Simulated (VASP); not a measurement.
Computed with r2SCAN+rVV10, VASP's PBE PAW potentials (set 64) (plane waves; VASP).

VASP ran on this input.

File KPOINTS:
```
kpoints
0
Gamma
  7 7 7
0 0 0
```

INCAR:
```
! general
SYSTEM   = ZnSe
PREC     = Accurate
ENCUT    = 520
LREAL    = .FALSE.
LASPH    = .TRUE.

! electronic loop
EDIFF    = 1E-6   ! SCF stop (eV)
NELM     = 100
ALGO     = Normal
LMAXMIX  = 4   ! l cut-off of mixed one-centre charges
LMIXTAU  = .TRUE.

! smearing
ISMEAR   = 0   ! Gaussian
SIGMA    = 0.05   ! width (eV)

! functional
METAGGA  = R2SCAN
LUSE_VDW = .TRUE.
BPARAM   = 11.95
CPARAM   = 0.0093

! ions
IBRION   = 2
NSW      = 60
ISIF     = 3   ! ions, shape and volume
EDIFFG   = -0.01

! output
LWAVE    = .FALSE.
LCHARG   = .FALSE.
```

POSCAR:
```
ZnSe
1
    0.0000000000     2.8350000000     2.8350000000
    2.8350000000     0.0000000000     2.8350000000
    2.8350000000     2.8350000000     0.0000000000
Zn Se
1 1
Direct
  0.0000000000   0.0000000000   0.0000000000
  0.2500000000   0.2500000000   0.2500000000
```

POTCAR, in this order: Zn Se (PBE.64 set). Program: vasp_std.

What VASP printed:

**OSZICAR**
```
       N       E                     dE             d eps       ncg     rms          rms(c)
DAV:   1     0.626161796404E+02    0.62616E+02   -0.92543E+03   520   0.160E+03
DAV:   2    -0.218659621907E+02   -0.84482E+02   -0.80559E+02   550   0.273E+02
DAV:   3    -0.271114934419E+02   -0.52455E+01   -0.52222E+01   645   0.703E+01
DAV:   4    -0.271566743009E+02   -0.45181E-01   -0.45173E-01   565   0.695E+00
DAV:   5    -0.271568950789E+02   -0.22078E-03   -0.22077E-03   625   0.453E-01    0.521E+00
DAV:   6    -0.243383429290E+02    0.28186E+01   -0.18834E+00   595   0.427E+01    0.497E+00
DAV:   7    -0.242917617828E+02    0.46581E-01   -0.47752E-01   520   0.139E+01    0.225E+00
DAV:   8    -0.243328762557E+02   -0.41114E-01   -0.16310E-01   530   0.445E+00    0.589E-01
DAV:   9    -0.243088233285E+02    0.24053E-01   -0.15941E-01   520   0.392E+00    0.224E-01
DAV:  10    -0.243728596208E+02   -0.64036E-01   -0.51805E-02   520   0.222E+00    0.956E-02
DAV:  11    -0.243742689789E+02   -0.14094E-02   -0.16527E-03   575   0.522E-01    0.597E-02
DAV:  12    -0.243738191069E+02    0.44987E-03   -0.29406E-04   535   0.265E-01    0.224E-02
DAV:  13    -0.243742527381E+02   -0.43363E-03   -0.39428E-04   530   0.234E-01    0.988E-03
DAV:  14    -0.243742826601E+02   -0.29922E-04   -0.31448E-05   540   0.605E-02    0.352E-03
DAV:  15    -0.243742861600E+02   -0.34999E-05   -0.34761E-06   590   0.388E-02    0.209E-03
DAV:  16    -0.243742880825E+02   -0.19225E-05   -0.88568E-07   380   0.108E-02    0.225E-03
DAV:  17    -0.243742880562E+02    0.26314E-07   -0.39290E-07   280   0.124E-02
   1 F= -.24374288E+02 E0= -.24374288E+02  d E =-.243743E+02
       N       E                     dE             d eps       ncg     rms          rms(c)
DAV:   1    -0.244235361434E+02   -0.49248E-01   -0.63914E-01   615   0.176E+01    0.159E+00
DAV:   2    -0.243810456960E+02    0.42490E-01   -0.15230E-01   620   0.126E+01    0.587E-01
DAV:   3    -0.243768704968E+02    0.41752E-02   -0.40646E-03   525   0.747E-01    0.296E-01
DAV:   4    -0.243754729253E+02    0.13976E-02   -0.50277E-03   575   0.809E-01    0.116E-01
DAV:   5    -0.243759339014E+02   -0.46098E-03   -0.53157E-04   520   0.272E-01    0.890E-02
DAV:   6    -0.243757838529E+02    0.15005E-03   -0.44092E-04   749   0.230E-01    0.350E-02
DAV:   7    -0.243758421559E+02   -0.58303E-04   -0.14081E-04   525   0.161E-01    0.120E-02
DAV:   8    -0.243758364935E+02    0.56624E-05   -0.26941E-05   520   0.582E-02    0.510E-03
DAV:   9    -0.243758498428E+02   -0.13349E-04   -0.16895E-05   555   0.488E-02    0.295E-03
DAV:  10    -0.243758497328E+02    0.11004E-06   -0.10125E-06   355   0.117E-02
   2 F= -.24375850E+02 E0= -.24375850E+02  d E =-.156168E-02
       N       E                     dE             d eps       ncg     rms          rms(c)
DAV:   1    -0.243778179957E+02   -0.19682E-02   -0.24499E-02   615   0.353E+00    0.307E-01
DAV:   2    -0.243760939972E+02    0.17240E-02   -0.53657E-03   620   0.213E+00    0.116E-01
DAV:   3    -0.243759524437E+02    0.14155E-03   -0.14502E-04   525   0.125E-01    0.584E-02
DAV:   4    -0.243759122382E+02    0.40205E-04   -0.19352E-04   565   0.142E-01    0.217E-02
DAV:   5    -0.243759378454E+02   -0.25607E-04   -0.24552E-05   520   0.564E-02    0.158E-02
DAV:   6    -0.243759437661E+02   -0.59208E-05   -0.16490E-05   762   0.482E-02    0.673E-03
DAV:   7    -0.243759460593E+02   -0.22932E-05   -0.48315E-06   525   0.318E-02    0.219E-03
DAV:   8    -0.243759457401E+02    0.31922E-06   -0.95755E-07   360   0.103E-02
   3 F= -.24375946E+02 E0= -.24375946E+02  d E =-.165768E-02
```

File OUTCAR:
```
------------------------ aborting loop because EDIFF is reached ----------------------------------------
  FORCE on cell =-STRESS in cart. coord.  units (eV):
  Direction    XX          YY          ZZ          XY          YZ          ZX
  --------------------------------------------------------------------------------------
  Total        0.0133311      0.0133311      0.0133311     -0.0000000      0.0000000     -0.0000000
  in kB        0.4749253      0.4749253      0.4749253     -0.0000000      0.0000000     -0.0000000
  external PRESSURE =       0.4749253 kB  Pullay stress =       0.0000000 kB
  volume of cell :       44.97
      direct lattice vectors                 reciprocal lattice vectors
     0.000000000  2.822539057  2.822539057    -0.177145467  0.177145467  0.177145467
     2.822539057  0.000000000  2.822539057     0.177145467 -0.177145467  0.177145467
     2.822539057  2.822539057 -0.000000000     0.177145467  0.177145467 -0.177145467
  FREE ENERGIE OF THE ION-ELECTRON SYSTEM (eV)
  ---------------------------------------------------
  free  energy   TOTEN  =       -24.3759457401 eV

  energy  without entropy=      -24.3759457401  energy(sigma->0) =      -24.37594574

 reached required accuracy - stopping structural energy minimisation
```
(Selected blocks of OUTCAR.)

File CONTCAR:
```
ZnSe
   1.00000000000000
     0.0000000000000000    2.8225390565355308    2.8225390565355308
     2.8225390565355308    0.0000000000000000    2.8225390565355308
     2.8225390565355308    2.8225390565355308   -0.0000000000000000
  Zn              Se
     1     1
Direct
     0.0000000000000000    0.0000000000000000    0.0000000000000000
     0.2500000000000000    0.2500000000000000    0.2500000000000000
```

The compound is ZnSe in the zinc blende structure. This run relaxes it. Symmetry was kept, so distortions that lower it aren't found.
